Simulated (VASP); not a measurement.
Data:

```yaml
crystal:
  lattice:
    - [0.00000, 2.57000, 2.57000]
    - [2.57000, 0.00000, 2.57000]
    - [2.57000, 2.57000, 0.00000]
  atoms:
    - { symbol: Li, position: [0.00000, 0.00000, 0.00000] }
    - { symbol: Cl, position: [0.50000, 0.50000, 0.50000] }
```

All values below come from G0W0 on PBE orbitals, VASP's PBE PAW potentials (set 64) (plane waves; VASP 6.6.1). Settings: PREC = Normal, 500 eV cut-off, 6×6×6 Γ-centred mesh, Gaussian smearing of 0.010 eV, potentials Li_sv_GW Cl_GW.

The mesh is coarse and the basis finite, so the quasiparticle values are not converged.

NBANDS = 128, ENCUTGW = 180 eV, NOMEGA = 64. The PBE levels (eV) that the step starts from are:

```tsv
state	KS energy	filling
k1 (0.00, 0.00, 0.00), band 2	-13.32	2
k1 (0.00, 0.00, 0.00), band 3	0.06	2
k1 (0.00, 0.00, 0.00), band 4	0.06	2
k1 (0.00, 0.00, 0.00), band 5	0.06	2
k1 (0.00, 0.00, 0.00), band 6	6.35	0
k1 (0.00, 0.00, 0.00), band 7	11.84	0
k1 (0.00, 0.00, 0.00), band 8	11.84	0
k1 (0.00, 0.00, 0.00), band 9	11.84	0
k6 (0.33, 0.17, 0.00), band 2	-12.91	2
k6 (0.33, 0.17, 0.00), band 3	-1.78	2
k6 (0.33, 0.17, 0.00), band 4	-0.48	2
k6 (0.33, 0.17, 0.00), band 5	-0.45	2
k6 (0.33, 0.17, 0.00), band 6	8.19	0
k6 (0.33, 0.17, 0.00), band 7	9.60	0
k6 (0.33, 0.17, 0.00), band 8	10.17	0
k6 (0.33, 0.17, 0.00), band 9	11.39	0
k15 (-0.33, 0.33, 0.17), band 2	-12.59	2
k15 (-0.33, 0.33, 0.17), band 3	-2.29	2
k15 (-0.33, 0.33, 0.17), band 4	-1.66	2
k15 (-0.33, 0.33, 0.17), band 5	-0.72	2
k15 (-0.33, 0.33, 0.17), band 6	8.92	0
k15 (-0.33, 0.33, 0.17), band 7	9.33	0
k15 (-0.33, 0.33, 0.17), band 8	10.92	0
k15 (-0.33, 0.33, 0.17), band 9	11.12	0
```

Task: Give the quasiparticle energies and renormalisation factors Z.

Result: 
| state | QP energy (eV) | Z |
|---|---|---|
| k1 (0.00, 0.00, 0.00), band 2 | -14.89 | 0.75 |
| k1 (0.00, 0.00, 0.00), band 3 | -1.70 | 0.79 |
| k1 (0.00, 0.00, 0.00), band 4 | -1.70 | 0.79 |
| k1 (0.00, 0.00, 0.00), band 5 | -1.70 | 0.79 |
| k1 (0.00, 0.00, 0.00), band 6 | 7.12 | 0.84 |
| k1 (0.00, 0.00, 0.00), band 7 | 13.05 | 0.83 |
| k1 (0.00, 0.00, 0.00), band 8 | 13.05 | 0.83 |
| k1 (0.00, 0.00, 0.00), band 9 | 13.05 | 0.83 |
| k6 (0.33, 0.17, 0.00), band 2 | -14.37 | 0.75 |
| k6 (0.33, 0.17, 0.00), band 3 | -3.77 | 0.79 |
| k6 (0.33, 0.17, 0.00), band 4 | -2.30 | 0.79 |
| k6 (0.33, 0.17, 0.00), band 5 | -2.28 | 0.79 |
| k6 (0.33, 0.17, 0.00), band 6 | 9.12 | 0.83 |
| k6 (0.33, 0.17, 0.00), band 7 | 10.74 | 0.83 |
| k6 (0.33, 0.17, 0.00), band 8 | 11.18 | 0.83 |
| k6 (0.33, 0.17, 0.00), band 9 | 12.62 | 0.82 |
| k15 (-0.33, 0.33, 0.17), band 2 | -13.97 | 0.74 |
| k15 (-0.33, 0.33, 0.17), band 3 | -4.34 | 0.78 |
| k15 (-0.33, 0.33, 0.17), band 4 | -3.62 | 0.79 |
| k15 (-0.33, 0.33, 0.17), band 5 | -2.58 | 0.79 |
| k15 (-0.33, 0.33, 0.17), band 6 | 9.93 | 0.83 |
| k15 (-0.33, 0.33, 0.17), band 7 | 10.44 | 0.83 |
| k15 (-0.33, 0.33, 0.17), band 8 | 12.14 | 0.82 |
| k15 (-0.33, 0.33, 0.17), band 9 | 12.26 | 0.81 |
On the mesh the gap opens from 6.29 to 8.82 eV.

The compound is LiCl in the rock salt structure. The cell was not relaxed at this level.
